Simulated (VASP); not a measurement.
Computed with revPBE GGA, VASP's PBE PAW potentials (set 64) (plane waves; VASP).

VASP ran on this input.

File POSCAR:
```
GaN
1
    0.0000000000     2.2633614555     2.2633614555
    2.2633614555     0.0000000000     2.2633614555
    2.2633614555     2.2633614555     0.0000000000
Ga N
1 1
Direct
  0.0000000000   0.0000000000   0.0000000000
  0.2500000000   0.2500000000   0.2500000000
```

KPOINTS:
```
Automatic mesh
0
G
  10 10 10
```

**INCAR**
```
LASPH = .True.
ISIF = 2   ! forces and stress, cell fixed
ENCUT = 520   ! plane-wave cut-off (eV)
ALGO = Normal   ! blocked Davidson
LREAL = .False.   ! projection in real space or not
EDIFF = 1E-7   ! SCF stop (eV)
PREC = Accurate
SYSTEM = GaN
NELM = 100   ! most electronic steps
LMAXMIX = 4
ISMEAR = 0
LWAVE = .False.
GGA = RE   ! revPBE
SIGMA = 0.05   ! width (eV)
LCHARG = .False.
```

POTCAR, in this order: Ga_d N (PBE.64 set). Program: vasp_std.

What VASP printed:

### OUTCAR
```
 ion  position               nearest neighbor table
   1  0.000  0.000  0.000-   2 1.96   2 1.96   2 1.96   2 1.96
   2  0.250  0.250  0.250-   1 1.96   1 1.96   1 1.96   1 1.96
  LATTYP: Found a face centered cubic cell.
 ALAT       =     4.5267229110
 Subroutine PRICEL returns:
 Original cell was already a primitive cell.
 Subroutine GETGRP returns: Found 24 space group operations
The static configuration has the point symmetry T_d .
The dynamic configuration has the point symmetry T_d .
 Subroutine INISYM returns: Found 24 space group operations
 Subroutine IBZKPT returns following result:
 Found     47 irreducible k-points:

 Following reciprocal coordinates:
            Coordinates               Weight
  0.000000  0.000000  0.000000      1.000000
  0.100000  0.000000  0.000000      8.000000
  0.200000  0.000000  0.000000      8.000000
  0.300000  0.000000  0.000000      8.000000
  0.400000  0.000000  0.000000      8.000000
  0.500000  0.000000  0.000000      4.000000
  0.100000  0.100000  0.000000      6.000000
  0.200000  0.100000  0.000000     24.000000
  0.300000  0.100000  0.000000     24.000000
  0.400000  0.100000  0.000000     24.000000
  0.500000  0.100000  0.000000     24.000000
 -0.400000  0.100000  0.000000     24.000000
 -0.300000  0.100000  0.000000     24.000000
 -0.200000  0.100000  0.000000     24.000000
 -0.100000  0.100000  0.000000     12.000000
  0.200000  0.200000  0.000000      6.000000
  0.300000  0.200000  0.000000     24.000000
  0.400000  0.200000  0.000000     24.000000
  0.500000  0.200000  0.000000     24.000000
 -0.400000  0.200000  0.000000     24.000000
 -0.300000  0.200000  0.000000     24.000000
 -0.200000  0.200000  0.000000     12.000000
  0.300000  0.300000  0.000000      6.000000
  0.400000  0.300000  0.000000     24.000000
...
```

**OSZICAR**
```
       N       E                     dE             d eps       ncg     rms          rms(c)
DAV:   1     0.879349743108E+02    0.87935E+02   -0.99040E+03  1334   0.247E+03
DAV:   2    -0.609579855446E+01   -0.94031E+02   -0.88615E+02  1407   0.365E+02
DAV:   3    -0.132887071365E+02   -0.71929E+01   -0.71478E+01  1377   0.885E+01
DAV:   4    -0.133963461223E+02   -0.10764E+00   -0.10754E+00  1447   0.119E+01
DAV:   5    -0.133980349765E+02   -0.16889E-02   -0.16888E-02  1337   0.132E+00    0.766E+00
DAV:   6    -0.114385918464E+02    0.19594E+01   -0.58494E+00  1868   0.476E+01    0.269E+00
DAV:   7    -0.114540927236E+02   -0.15501E-01   -0.35133E-01  1227   0.791E+00    0.179E+00
DAV:   8    -0.114543985674E+02   -0.30584E-03   -0.64726E-02  1391   0.438E+00    0.779E-01
DAV:   9    -0.114493714205E+02    0.50271E-02   -0.21049E-02  1824   0.374E+00    0.192E-01
DAV:  10    -0.114498647280E+02   -0.49331E-03   -0.21663E-03  1406   0.813E-01    0.908E-02
DAV:  11    -0.114497521558E+02    0.11257E-03   -0.45812E-04  1795   0.410E-01    0.154E-02
DAV:  12    -0.114497640602E+02   -0.11904E-04   -0.49678E-05  1322   0.938E-02    0.121E-02
DAV:  13    -0.114497636806E+02    0.37963E-06   -0.30990E-06  1455   0.167E-02    0.290E-03
DAV:  14    -0.114497636304E+02    0.50169E-07   -0.21574E-07  1329   0.437E-03
   1 F= -.11449764E+02 E0= -.11449764E+02  d E =-.315991E-13
```

OUTCAR:
```
------------------------ aborting loop because EDIFF is reached ----------------------------------------
  FORCE on cell =-STRESS in cart. coord.  units (eV):
  Direction    XX          YY          ZZ          XY          YZ          ZX
  --------------------------------------------------------------------------------------
  Total        0.7787318      0.7787318      0.7787318     -0.0000000      0.0000000      0.0000000
  in kB       53.8030345     53.8030345     53.8030345     -0.0000000      0.0000000      0.0000000
  external PRESSURE =      53.8030345 kB  Pullay stress =       0.0000000 kB
  volume of cell :       23.19
      direct lattice vectors                 reciprocal lattice vectors
     0.000000000  2.263361456  2.263361456    -0.220910363  0.220910363  0.220910363
     2.263361456  0.000000000  2.263361456     0.220910363 -0.220910363  0.220910363
     2.263361456  2.263361456  0.000000000     0.220910363  0.220910363 -0.220910363
  FREE ENERGIE OF THE ION-ELECTRON SYSTEM (eV)
  ---------------------------------------------------
  free  energy   TOTEN  =       -11.4497636304 eV

  energy  without entropy=      -11.4497636304  energy(sigma->0) =      -11.44976363
```
(Selected blocks of OUTCAR.)

The compound is GaN in the zinc blende structure, a metastable form; wurtzite is the usual one. This cell is one point of a volume scan, at 0.97 of the reference volume.
